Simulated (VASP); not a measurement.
These are PBE GGA, VASP's PBE PAW potentials (set 64) (plane waves; VASP) values and carry that method's errors.

VASP ran on this input.

### KPOINTS
```
Automatic mesh
0
Gamma
10 10 10
0 0 0
```

**INCAR**
```
# general
SYSTEM  = BP
PREC    = Accurate
ENCUT   = 620
LREAL   = F
LASPH   = T

# electronic loop
EDIFF   = 1E-6
NELM    = 100
ALGO    = Normal

# smearing
ISMEAR  = 0
SIGMA   = 0.05

# functional
GGA     = PE

# ions
IBRION  = 2
NSW     = 40
ISIF    = 3
EDIFFG  = -0.02
PSTRESS = 100

# output
LWAVE   = F
LCHARG  = F
```

### POSCAR
```
BP
1
   -0.0000000000     2.2315416392     2.2315416392
    2.2315416392    -0.0000000000     2.2315416392
    2.2315416392     2.2315416392    -0.0000000000
B P
1 1
Direct
  0.0000000000   0.0000000000   0.0000000000
  0.2500000000   0.2500000000   0.2500000000
```

POTCAR, in this order: B P (PBE.64 set). Program: vasp_std.

Output of the run:

OUTCAR:
```
 ion  position               nearest neighbor table
   1  0.000  0.000  0.000-   2 1.93   2 1.93   2 1.93   2 1.93
   2  0.250  0.250  0.250-   1 1.93   1 1.93   1 1.93   1 1.93
  LATTYP: Found a face centered cubic cell.
 ALAT       =     4.4630832784
 Subroutine PRICEL returns:
 Original cell was already a primitive cell.
 Subroutine GETGRP returns: Found 24 space group operations
The static configuration has the point symmetry T_d .
The dynamic configuration has the point symmetry T_d .
 Subroutine INISYM returns: Found 24 space group operations
 Subroutine IBZKPT returns following result:
 Found     47 irreducible k-points:

 Following reciprocal coordinates:
            Coordinates               Weight
  0.000000  0.000000  0.000000      1.000000
  0.100000  0.000000  0.000000      8.000000
  0.200000  0.000000  0.000000      8.000000
  0.300000  0.000000  0.000000      8.000000
  0.400000  0.000000  0.000000      8.000000
  0.500000  0.000000  0.000000      4.000000
  0.100000  0.100000  0.000000      6.000000
  0.200000  0.100000  0.000000     24.000000
  0.300000  0.100000  0.000000     24.000000
...
```

File OSZICAR:
```
       N       E                     dE             d eps       ncg     rms          rms(c)
DAV:   1     0.138572965179E+02    0.13857E+02   -0.45462E+03   752   0.104E+03
DAV:   2    -0.134078545243E+02   -0.27265E+02   -0.26147E+02  1176   0.123E+02
DAV:   3    -0.137125526456E+02   -0.30470E+00   -0.30470E+00   888   0.170E+01
DAV:   4    -0.137133949280E+02   -0.84228E-03   -0.84228E-03  1208   0.866E-01
DAV:   5    -0.137133954929E+02   -0.56487E-06   -0.56487E-06   920   0.163E-02    0.774E+00
DAV:   6    -0.130100318721E+02    0.70336E+00   -0.18136E+00   880   0.760E+00    0.420E+00
DAV:   7    -0.129026734437E+02    0.10736E+00   -0.31627E-01  1152   0.344E+00    0.137E+00
DAV:   8    -0.128940949531E+02    0.85785E-02   -0.29687E-02   792   0.122E+00    0.234E-01
DAV:   9    -0.128943973004E+02   -0.30235E-03   -0.46919E-04  1112   0.208E-01    0.139E-01
DAV:  10    -0.128945851859E+02   -0.18789E-03   -0.27171E-04   864   0.132E-01    0.263E-02
DAV:  11    -0.128945954153E+02   -0.10229E-04   -0.12357E-05  1072   0.314E-02    0.341E-02
DAV:  12    -0.128945961910E+02   -0.77577E-06   -0.29900E-06   792   0.117E-02
   1 F= -.11507411E+02 E0= -.11507411E+02  d E =-.115074E+02
```

### OUTCAR
```
------------------------ aborting loop because EDIFF is reached ----------------------------------------
  FORCE on cell =-STRESS in cart. coord.  units (eV):
  Direction    XX          YY          ZZ          XY          YZ          ZX
  --------------------------------------------------------------------------------------
  Total        1.3838545      1.3838545      1.3838545      0.0000000      0.0000000      0.0000000
  in kB       99.7599091     99.7599091     99.7599091      0.0000000      0.0000000      0.0000000
  external PRESSURE =      -0.2400909 kB  Pullay stress =     100.0000000 kB
  volume of cell :       22.23
      direct lattice vectors                 reciprocal lattice vectors
     0.000000000  2.231541639  2.231541639    -0.224060350  0.224060350  0.224060350
     2.231541639  0.000000000  2.231541639     0.224060350 -0.224060350  0.224060350
     2.231541639  2.231541639  0.000000000     0.224060350  0.224060350 -0.224060350
  FREE ENERGIE OF THE ION-ELECTRON SYSTEM (eV)
  ---------------------------------------------------
  free  energy   TOTEN  =       -12.8945961910 eV

  energy  without entropy=      -12.8945961910  energy(sigma->0) =      -12.89459619
  enthalpy is  TOTEN    =       -11.5074111463 eV   P V=        1.3871850448

 reached required accuracy - stopping structural energy minimisation
```
(Selected blocks of OUTCAR.)

The compound is BP in the zinc blende structure. It was relaxed first under an external pressure of 10 GPa.
